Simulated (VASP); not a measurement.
Output of a VASP run:

File OSZICAR:
```
       N       E                     dE             d eps       ncg     rms          rms(c)
DAV:   1     0.133678850430E+03    0.13368E+03   -0.10970E+04   620   0.112E+03
DAV:   2    -0.957096838636E+01   -0.14325E+03   -0.13976E+03   740   0.275E+02
DAV:   3    -0.165235031227E+02   -0.69525E+01   -0.69422E+01   735   0.628E+01
DAV:   4    -0.165792568070E+02   -0.55754E-01   -0.55737E-01   803   0.576E+00
DAV:   5    -0.165798408457E+02   -0.58404E-03   -0.58400E-03   798   0.554E-01    0.101E+01
DAV:   6    -0.156798932617E+02    0.89995E+00   -0.22702E+00   861   0.181E+01    0.825E+00
DAV:   7    -0.156184175208E+02    0.61476E-01   -0.67841E-01   770   0.564E+00    0.390E+00
DAV:   8    -0.156133874843E+02    0.50300E-02   -0.80797E-02   679   0.364E+00    0.521E-01
DAV:   9    -0.156120624741E+02    0.13250E-02   -0.14961E-02   778   0.181E+00    0.143E-01
DAV:  10    -0.156117962910E+02    0.26618E-03   -0.13830E-03   745   0.481E-01    0.650E-02
DAV:  11    -0.156118002454E+02   -0.39544E-05   -0.12529E-04   753   0.999E-02    0.518E-02
DAV:  12    -0.156118112971E+02   -0.11052E-04   -0.69571E-05   718   0.660E-02    0.279E-02
DAV:  13    -0.156118031849E+02    0.81122E-05   -0.32776E-05   718   0.542E-02    0.459E-03
DAV:  14    -0.156118033193E+02   -0.13433E-06   -0.14804E-06   497   0.937E-03
   1 F= -.15611803E+02 E0= -.15611803E+02  d E =-.156118E+02
```

### OUTCAR
```
------------------------ aborting loop because EDIFF is reached ----------------------------------------
  FORCE on cell =-STRESS in cart. coord.  units (eV):
  Direction    XX          YY          ZZ          XY          YZ          ZX
  --------------------------------------------------------------------------------------
  Total       -0.0706201     -0.0706201     -0.0302605      0.0000000      0.0000000     -0.0000000
  in kB       -1.5092674     -1.5092674     -0.6467171      0.0000000      0.0000000     -0.0000000
  external PRESSURE =      -1.2217506 kB  Pullay stress =       0.0000000 kB
  volume of cell :       74.97
      direct lattice vectors                 reciprocal lattice vectors
     3.759158152  0.000000000  0.000000000     0.266017007  0.000000000  0.000000000
     0.000000000  3.759158152  0.000000000     0.000000000  0.266017007  0.000000000
     0.000000000  0.000000000  5.305077584     0.000000000  0.000000000  0.188498657
 POSITION                                       TOTAL-FORCE (eV/Angst)
 -----------------------------------------------------------------------------------
      1.87958      1.87958      2.65254         0.000000      0.000000      0.000000
      0.00000      0.00000      0.00000         0.000000      0.000000      0.000000
      0.00000      0.00000      2.65254         0.000000      0.000000      0.000000
      1.87958      1.87958      0.00000         0.000000      0.000000      0.000000
 -----------------------------------------------------------------------------------
    total drift:                               -0.000000      0.000000     -0.000000
  FREE ENERGIE OF THE ION-ELECTRON SYSTEM (eV)
  ---------------------------------------------------
  free  energy   TOTEN  =       -15.6118033193 eV

  energy  without entropy=      -15.6118033193  energy(sigma->0) =      -15.61180332

 reached required accuracy - stopping structural energy minimisation
```
(Selected blocks of OUTCAR.)

**POSCAR**
```
MgCdS2
1
    3.7591581522     0.0000000000     0.0000000000
    0.0000000000     3.7591581522     0.0000000000
    0.0000000000     0.0000000000     5.3050775836
Mg Cd S
1 1 2
Direct
  0.5000000000   0.5000000000   0.5000000000
  0.0000000000   0.0000000000   0.0000000000
  0.0000000000   0.0000000000   0.5000000000
  0.5000000000   0.5000000000   0.0000000000
```

Question: Reconstruct the remaining input files.

Answer: One answer among several that fit: the input of the run itself, PBEsol GGA, plane waves, VASP's PBE PAW potentials (set 64).

**INCAR**
```
ALGO = Normal
EDIFF = 1E-6
EDIFFG = -0.02
ENCUT = 400
GGA = PS
IBRION = 2
ISIF = 3
ISMEAR = 0
LASPH = T
LCHARG = F
LMAXMIX = 4
LREAL = F
LWAVE = F
NELM = 100
NSW = 60
PREC = Accurate
SIGMA = 0.05
SYSTEM = MgCdS2
```

**KPOINTS**
```
Automatic mesh
0
Gamma
5 5 4
0 0 0
```

POTCAR, in this order: Mg Cd S (PBE.64 set). Program: vasp_std.

The structure comes from a computed database's MgCdS2 entry (P4/mmm); how it stands against other phases isn't given here. It was relaxed first. The start is the result of an earlier pass.
